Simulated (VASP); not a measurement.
An input for Ansatz (written as the equivalent of a VASP run, and not itself run):

Ansatz 0.2 input:
```yaml
crystal:
  lattice:
    - [4.1880000, 0.0000000, 0.0000000]
    - [0.0000000, 4.1880000, 0.0000000]
    - [0.0000000, 0.0000000, 4.1880000]
  atoms:
    - { symbol: Rh, position: [0.0000000, 0.5000000, 0.5000000] }
    - { symbol: Rh, position: [0.5000000, 0.0000000, 0.5000000] }
    - { symbol: Rh, position: [0.5000000, 0.5000000, 0.0000000] }
    - { symbol: Eu, position: [0.0000000, 0.0000000, 0.0000000], spin: 7 }
    - { symbol: B, position: [0.5000000, 0.5000000, 0.5000000] }
kpoints:
  mp_grid: { grid: [6, 6, 6] }
hamiltonian:
  xc: pbesol
  pseudopotentials: { kind: paw }
magnetization: { spin_polarized: true }
scf:
  occupations: { method: gaussian, width: 0.05 }
  max_iter: 100
output: { forces: true, stress: true, eigenvalues: true }
```

### Question
Write the VASP files for the same calculation (PBEsol).

### Answer
This is not unique; one that fits is 
**POSCAR**
```
EuBRh3
1
    4.1880000000     0.0000000000     0.0000000000
    0.0000000000     4.1880000000     0.0000000000
    0.0000000000     0.0000000000     4.1880000000
Rh Eu B
3 1 1
Direct
  0.0000000000   0.5000000000   0.5000000000
  0.5000000000   0.0000000000   0.5000000000
  0.5000000000   0.5000000000   0.0000000000
  0.0000000000   0.0000000000   0.0000000000
  0.5000000000   0.5000000000   0.5000000000
```

**KPOINTS**
```
Automatic mesh
0
Gamma
6 6 6
0 0 0
```

**INCAR**
```
SYSTEM = EuBRh3
PREC = Accurate; ENCUT = 400; LREAL = .FALSE.
LASPH = .TRUE.
EDIFF = 1E-6; NELM = 100; ALGO = Normal
LMAXMIX = 6
ISMEAR = 0; SIGMA = 0.05
GGA = PS
MAGMOM = 3*0.0 7.0 0.0
ISPIN = 2
ISIF = 2
LWAVE = .FALSE.; LCHARG = .FALSE.; LORBIT = 11
```

POTCAR, in this order: Rh_pv Eu B (PBE.64 set). Program: vasp_std.

The two are equivalent in intent, not identical: each code has its own PAW files, so the cut-off isn't converted (ENCUT is set for VASP's; basis.ecutwfc is left out, and Ansatz then takes the one that its files recommend); Ansatz stops its SCF on the density residual and VASP on the energy change (EDIFF).

The structure comes from a measured EuBRh3 entry of the Crystallography Open Database, whose conditions weren't checked. The cell was not relaxed at this level.
